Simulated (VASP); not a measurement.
Al (relaxed from the hcp structure, space group P6_3/mmc): computed properties

Level of theory: PBEsol GGA, VASP's PBE PAW potentials (set 64) (plane waves; VASP).

```json
{
 "space_group": "P6_3/mmc (194)",
 "cell": "a = b = 2.849 Å, c = 4.634 Å, α = β = 90.00°, γ = 120.00°",
 "volume_per_atom": "16.29 Å³/atom",
 "band gap (over mesh and band path)": "none (metal, semimetal or under 0.01 eV)",
 "density": "2.75 g/cm³"
}
```

```xyz
2
Lattice="2.8491 0.0000 0.0000 -1.4245 2.4674 0.0000 0.0000 0.0000 4.6340" Properties=species:S:1:pos:R:3 pbc="T T T"
Al     0.0000     1.6449     1.1585
Al     1.4245     0.8225     3.4755
```

The structure was generated: Al was put into the hcp type (P6_3/mmc), which need not be its known phase. It was relaxed first. Symmetry was kept, so distortions that lower it aren't found.
